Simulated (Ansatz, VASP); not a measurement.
# Cross-check of TiO2 (TiO2 (I4_1/amd)) between VASP and Ansatz, part 2 of 2

One calculation is typed for both programs; each brings its own data sets. How far apart do they land? The two relaxations start from unlike cells of this crystal (the structure described is Ansatz's start), so only their ends are compared.

VASP 6.6.1 and Ansatz 0.2.0.

So far: The starting structure; VASP: relaxation of cell and atoms, LDA.

## (3) Ansatz: relaxation of cell and atoms, LDA

Level of this step: Ansatz beside VASP: Kohn-Sham DFT, plane waves, LDA (Ansatz).

Ansatz runs on its default PAW (the set named soft_2) files.

Its own start cell and the same functional (in two slightly different forms) and mesh now go to Ansatz.

input.yaml

```yaml
crystal:
  lattice:
    - [-1.8912698, 1.8912698, 4.8075108]
    - [1.8912698, -1.8912698, 4.8075108]
    - [1.8912698, 1.8912698, -4.8075108]
  atoms:
    - { symbol: Ti, position: [0.0, 0.0, 0.0] }
    - { symbol: Ti, position: [0.75, 0.25, 0.5] }
    - { symbol: O, position: [0.95715212, 0.45715212, 0.5] }
    - { symbol: O, position: [0.20715212, 0.20715212, 0.0] }
    - { symbol: O, position: [0.54284788, 0.04284788, 0.5] }
    - { symbol: O, position: [0.79284788, 0.79284788, 0.0] }
basis:
  ecutwfc: 420
  xc_grid: 2
hamiltonian:
  xc: lda
kpoints:
  mp_grid: { grid: [10, 10, 10] }
scf:
  occupations: { method: fixed }
  max_iter: 100
relax:
  f_tol: 0.005
  max_steps: 60
  cell: {}
output:
  forces: true
  stress: true
checkpoint:
  write: "../cell.run"
  compress: false
  write_wavefunctions: false
  write_every: 100000
```

Command:

```
$ ansatz run input.yaml --threads 4 --pin off --max-ram 6594MiB --backend cpu --events-out ev --progress --plain --runs-dir out
```

Numbers of over 12 decimals in the logs are rounded to 6 here.

Log:

```text
basis.fft_grid_basis auto: the FFT boxes are laid along the combinations [[1, 0, 1], [0, 1, 1], [0, 0, 1]] of the cell's own vectors, 3.783, 3.783 and 5.501 Å long. The dense box has 27×27×40 points. Along the cell's own vectors, as sized, it would have 40×40×40, 2.19 times as many. Of the 16 symmetry operations that the crystal satisfies within crystal.symmetry.tolerance (time reversal apart; of a slab, those that k [...]
Engine: ansatz 0.2.0, aarch64-unknown-linux-gnu
Pseudopotentials: kind: paw
Pseudopotential: Ti, paw, valence charge 12, recommended cutoff 420 eV (normal), Ti.paw.azcp
Pseudopotential: O, paw, valence charge 6, recommended cutoff 420 eV (normal), O.paw.azcp
Functional definition: SPW92
  exchange = slater_x
  correlation = pw_c
Crystal: 6 atoms, lattice volume = 68.784 Å³
Basis set: ecut = 420 eV, 1333 PW (Γ), FFT grids on a1+a3, a2+a3, a3, exchange–correlation on 54×54×80 points (8 copies of the dense FFT grid, shifted against one another)
Bands: 30, of which v1, the nominal top of the filled ones, is band 24 counted from 1 (23 counted from 0)
Symmetry: 16 space group operations
Space group: I41/amd (ITA 141), of the structure as read, at distance tolerance 4.1e-5 Å
k-points: 102 of 1000
Non-local potential: Ti, projectors of the file, l = 0: 3, l = 1: 2, l = 2: 3, l = 3: 1
Non-local potential: O, projectors of the file, l = 0: 2, l = 1: 2, l = 2: 1
PAW form: soft (Blöchl's): semilocal exchange-correlation on the pseudo side does not see the compensation charge
PAW frozen core: Ti, regenerated for the run's functional, and the local potential with it (the file was generated under x = pbe(κ = 0.804, μ = 0.219515), c = pbe(β = 0.066725))
PAW frozen core: O, regenerated for the run's functional, and the local potential with it (the file was generated under x = pbe(κ = 0.804, μ = 0.219515), c = pbe(β = 0.066725))
PAW one-centre angular grid: Ti, 590 points (default); XC on 64 Gauss nodes
PAW one-centre angular grid: O, 110 points (default); XC on 64 Gauss nodes
Initial density: superposition of atomic densities (neutral atoms: chi_scale 0, normalization atom), corrected by the library's trained network
Initial wavefunctions: pseudopotential atomic-orbital guess
Functional: x = slater, c = lda
SCF iter   1: F=—  HF=-7130.449935 eV  |F-HF|=—  |Δ(HF+E_count)|=         —  Δρ=1.98e-2  dr2=2.45e-1  ethr=1.77e-3  ⟨swp⟩=3.7  Hψ=11333  notcnv=0  defer=221
preconditioner: auto → none  [insulator: Δε(μ)=1.826 eV  Ē_g=9.363 eV  n_scr=14 (ndim 8)  ℏωp=25.3 eV  f_vac=0.104  ε∞_Penn≈8.3]
SCF iter   2: F=—  HF=-7130.474594 eV  |F-HF|=—  |Δ(HF+E_count)|=   2.47e-2  Δρ=2.48e-2  dr2=3.98e-1  ethr=5.10e-4  ⟨swp⟩=2.0  Hψ=5786  notcnv=0  defer=316
SCF iter   3: F=—  HF=-7130.398305 eV  |F-HF|=—  |Δ(HF+E_count)|=   7.63e-2  Δρ=4.31e-3  dr2=7.78e-3  ethr=5.10e-4  ⟨swp⟩=2.0  Hψ=4401  notcnv=0  defer=326
SCF iter   4: F=—  HF=-7130.396599 eV  |F-HF|=—  |Δ(HF+E_count)|=   1.71e-3  Δρ=8.81e-4  dr2=2.69e-4  ethr=1.62e-5  ⟨swp⟩=2.0  Hψ=5368  notcnv=0  defer=298
automatic band count: iteration 4 solves 29 bands in place of 30: the levels show a gap, and the empty bands left out lie too high to hold charge; the band table lists the bands solved (type scf.n_extra_bands for more)
SCF iter   5: F=—  HF=-7130.396578 eV  |F-HF|=—  |Δ(HF+E_count)|=   2.16e-5  Δρ=4.54e-4  dr2=1.58e-4  ethr=5.61e-7  ⟨swp⟩=2.0  Hψ=5314  notcnv=0  defer=306
SCF iter   6: F=—  HF=-7130.396546 eV  |F-HF|=—  |Δ(HF+E_count)|=   3.22e-5  Δρ=1.26e-4  dr2=1.18e-5  ethr=3.30e-7  ⟨swp⟩=2.0  Hψ=3702  notcnv=0  defer=298
SCF iter   7: F=—  HF=-7130.396537 eV  |F-HF|=—  |Δ(HF+E_count)|=   8.09e-6  Δρ=1.55e-5  dr2=1.69e-7  ethr=2.45e-8  ⟨swp⟩=2.2  Hψ=4263  notcnv=0  defer=67
SCF iter   8: F=-7130.396537 eV  HF=-7130.396537 eV  |F-HF|=2.71e-10  |Δ(HF+E_count)|=   1.85e-8  Δρ=9.06e-7  dr2=3.99e-10  ethr=2.08e-10  ⟨swp⟩=4.1  Hψ=9725  notcnv=0
SCF 1 converged in 8 iterations: F = -7130.396537 eV  dr2 = 3.99e-10
  greatest PAW one-centre occupation: 0.999 electrons in one spin orbital (limit 2), on the Ti atom at site 1 (counted from 0), in its partial waves of l = 0
relax step   1: F+E_penalty+E_count = -7130.39653747 eV  Δ(F+E_penalty+E_count) = +0.000e0 eV  max|allowed force component| = 1.664e-1 eV/Å  Δτ_max = 0.0000 Å  P = -8.298 GPa  Ω = 68.784 Å³  (8 SCF iters, dr2 threshold 1.00e-7 eV, accepted)
[...]
relax step   5: F+E_penalty+E_count = -7130.46579468 eV  Δ(F+E_penalty+E_count) = +1.256e-2 eV  max|allowed force component| = 1.881e-3 eV/Å  Δτ_max = 0.0000 Å  P = -0.335 GPa  Ω = 66.231 Å³  stress off target by 3.63e-1 GPa  SCF on the basis re-selected at this cell (its energy is not comparable with the rows above)  (7 SCF iters)
[...]
relax step   6: F+E_penalty+E_count = -7130.46657905 eV  Δ(F+E_penalty+E_count) = -7.844e-4 eV  max|allowed force component| = 4.244e-3 eV/Å  Δτ_max = 0.0013 Å  P = -0.009 GPa  Ω = 66.122 Å³  energy of the carried Pulay correction = +6.630e-4 eV  (4 SCF iters, dr2 threshold 3.29e-7 eV, accepted)
[...]
relax step   7: F+E_penalty+E_count = -7130.46667597 eV  Δ(F+E_penalty+E_count) = -9.692e-5 eV  max|allowed force component| = 4.234e-4 eV/Å  Δτ_max = 0.0007 Å  P = +0.003 GPa  Ω = 66.110 Å³  energy of the carried Pulay correction = +7.381e-4 eV  (5 SCF iters, dr2 threshold 3.94e-8 eV, accepted)
[...]
relax step   8: F+E_penalty+E_count = -7130.46593300 eV  Δ(F+E_penalty+E_count) = +7.430e-4 eV  max|allowed force component| = 4.238e-4 eV/Å  Δτ_max = 0.0000 Å  P = -0.008 GPa  Ω = 66.110 Å³  stress off target by 2.26e-2 GPa  SCF on the basis re-selected at this cell (its energy is not comparable with the rows above)  (5 SCF iters)
basis re-selected at this cell: Δ(F+E_penalty+E_count) = +7.430e-4 eV, ΔP = -0.011 GPa vs the last step (what re-selecting the basis moved, of the pressure what is left beyond the Pulay correction that the steps carried, after the strain that the cell walked since its last selection, with what the two solves' SCF thresholds leave and, on support functions, any second-order correction that the steps lacked; it is no m [...]
SCF converged after 5 iterations
Free energy (F): -7130.465933 eV
Harris-Foulkes:  -7130.465933 eV  (|F-HF|=3.64e-12)
Internal energy: -7130.465933 eV  (E = F + TS)
E sigma→0 (E₀):  -7130.465933 eV
Fermi energy:    7.344440 eV
--- Per-component energies (eV) ---
  E_band       = -446.704597
  E_kinetic    = 1246.000096
  E_local      = -3528.313399  (includes V_loc(G=0)·N_el)
  E_nonlocal   = 212.204832
  E_hartree    = 1362.942159
  E_xc         = -486.065663
  E_vxc        = -619.801927  (∫ρ·V_xc dr)
  E_paw        = -2581.706231  (= ΣΔE_a)
  E_vpaw       = -482.688764  (= ΣTr[D̂ρ^β])
  E_aug_tail   = 0.010208  (compensation charges beyond the density's cutoff)
  E_ewald      = -3356.577522
  E_core_change = 1.039587  (= ΣΔE_core)
  E_smearing   = -0.000000  (= −TS)
  E_closure    = 0.000000  (closes the sum)
  Σ components = -7130.465933   (vs F -7130.465933, Δ=0.00e0)
--- Forces (eV/Å), atoms counted from 1 ---
  atom   1  Ti     0.00000000     0.00000000     0.00000000
  atom   2  Ti     0.00000000     0.00000000     0.00000000
  atom   3  O      0.00000000     0.00000000     0.00042383
  atom   4  O      0.00000000     0.00000000     0.00042383
  atom   5  O      0.00000000     0.00000000    -0.00042383
  atom   6  O      0.00000000     0.00000000    -0.00042383
  max |Σ_I F_I| component: 1.13e-17 eV/Å
--- Stress (GPa, compression-positive) ---
       -0.000512       0.000000       0.000000
        0.000000      -0.000512       0.000000
       -0.000000       0.000000      -0.022550
  P = ⅓ Tr σ = -0.0079 GPa (-0.079 kbar)
--- Relaxed structure (6 steps of the walk, 6 accepted, 2 SCFs on fresh bases) ---
  F+E_penalty+E_count = -7130.46593300 eV   max|allowed force component| = 4.238e-4 eV/Å   (the final SCF, on the basis selected at the relaxed cell)
  cell:  # Å, volume = 66.1102 Å³
    - [-1.869516, 1.869516, 4.728793]
    - [1.869516, -1.869516, 4.728793]
    - [1.869516, 1.869516, -4.728793]
  atoms:
    - { symbol: Ti, position: [0, 0, 0] }
    - { symbol: Ti, position: [0.75, 0.25, 0.5] }
    - { symbol: O, position: [0.957946, 0.457946, 0.500000] }
    - { symbol: O, position: [0.207946, 0.207946, 0] }
    - { symbol: O, position: [0.542054, 0.042054, 0.5] }
    - { symbol: O, position: [0.792054, 0.792054, 0] }
```

The column dr2 measures how far the density is from self-consistency, as an energy; F and HF (Harris–Foulkes) agree once it is small.

## (4) Differences

Known differences besides the potentials themselves: fixed occupations in Ansatz, narrow Gaussian smearing in VASP; the cutoff is 420 eV in Ansatz and 600 eV in VASP; VASP's log shows a relativistic correction to its local exchange, Ansatz's none; Ansatz adds a Pulay correction to the stress that steers its cell, VASP none. Total energies have different zeros and are not compared.

Both answers:

```tsv
quantity	Ansatz	VASP	difference
volume (Å³)	66.11	66.30	-0.29 %
edge a after relaxation, in the typed setting (Å)	5.418	5.419	-0.03 %
```

## (5) What came out

| Quantity | Value |
| --- | --- |
| difference in volume (relaxation of cell and atoms, LDA) | -0.29 % |

In words: The difference in volume is -0.29 % (relaxation of cell and atoms, LDA), within the 1.2 % picked in this series as the mark of a large difference, as far as the stopping tolerances let one tell. How closely two codes agree says nothing of how well the functional describes the real material.

[Lines on the potential files, build, host, timing and source positions are cut from VASP's logs without a mark.]

[Logs are printed without paths, hosts, clocks, repeated set-up lines and the standing remarks that a program may print on its own settings, such as how far it seeks lower states.]

[Hosts, paths, dates, database ids (printed as entryN), source tags and the programs' standing remarks are cut or masked in the printed files.]
